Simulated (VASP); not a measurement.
## Te (space group Pmma): computed properties

All values below come from r2SCAN meta-GGA, VASP's PBE PAW potentials (set 64) (plane waves; VASP).

```json
{
  "space_group": "Pmma (51)",
  "cell": "a = 9.0334 Å, b = 3.2091 Å, c = 4.4774 Å, α = β = γ = 90.00°",
  "volume_per_atom": "32.45 Å³/atom",
  "band gap (over mesh and band path)": "none (metal, semimetal or under 0.01 eV)",
  "density": "6.53 g/cm³"
}
```

```yaml
crystal:
  lattice:
    - [9.03345, 0.00000, 0.00000]
    - [0.00000, 3.20908, 0.00000]
    - [0.00000, 0.00000, 4.47745]
  atoms:
    - { symbol: Te, position: [0.75000, 0.50000, 0.51291] }
    - { symbol: Te, position: [0.25000, 0.50000, 0.48709] }
    - { symbol: Te, position: [0.00000, 0.50000, 0.00000] }
    - { symbol: Te, position: [0.50000, 0.50000, 0.00000] }
```

Unless said otherwise, spin-orbit coupling is left out, though it shifts the bands of the heavy elements here.

The structure comes from a computed database's Te entry (Pmma); how it stands against other phases isn't given here. It was relaxed first. Symmetry was kept, so distortions that lower it aren't found.
